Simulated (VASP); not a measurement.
CdS (zinc blende) relaxed at rising pressure, in one space group throughout; other phases were not tried. The pressures are those reached. All values below come from PBEsol GGA, VASP's PBE PAW potentials (set 64) (plane waves; VASP).

```csv
P (GPa),V (Å³/atom),k-mesh
-0.12,24.906,8×8×8
4.98,23.194,8×8×8
9.95,21.994,8×8×8
19.93,20.281,8×8×8
29.98,19.070,9×9×9
```

A change of mesh leaves a small step in the series.

Question: Fit an equation of state and predict the volume at 45.14 GPa.

Answer: Least squares on the third-order Birch-Murnaghan form, P = (3B0/2)(y⁷ − y⁵)[1 + (3/4)(B′ − 4)(y² − 1)] with y = (V0/V)^(1/3), gives V0 = 24.858 Å³/atom, B0 = 61 GPa and B′ = 4.6, and so 17.743 Å³/atom. The run gave 17.730 Å³/atom, -0.1 % from the fit.

Pressures at which the relaxation failed are left out.

The compound is CdS in the zinc blende structure, a metastable form; wurtzite is the usual one.
